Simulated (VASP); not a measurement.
Here is the system:

```
CELL_PARAMETERS angstrom
     -1.52592     1.52592     2.35213
      1.52592    -1.52592     2.35213
      1.52592     1.52592    -2.35213
ATOMIC_POSITIONS crystal
  In 0.00000 0.00000 0.00000
```

The numbers are results of PBEsol GGA, VASP's PBE PAW potentials (set 64) (plane waves; VASP 6.6.1), not measurements. Run with 500 eV cut-off, 17×17×17 Γ-centred mesh, first-order Methfessel-Paxton smearing of 0.10 eV, potentials In_d.

The ions, cell shape and volume at an external pressure of 10.0 GPa are relaxed. Predict the relaxed structure.

```
CELL_PARAMETERS angstrom
     -1.51358     1.51358     2.39808
      1.51358    -1.51358     2.39808
      1.51358     1.51358    -2.39808
ATOMIC_POSITIONS crystal
  In 0.00000 0.00000 0.00000
```
Space group I4/mmm (139), at a tolerance of 0.03 Å.

How do energy and volume change from the first to the last step?

The energy (σ→0) changes by -5.6 meV/atom and the volume by +0.3 %, in 9 ionic steps.

The compound is In in the bct structure. This run relaxes it under an external pressure of 10 GPa. Symmetry was kept, so distortions that lower it aren't found.
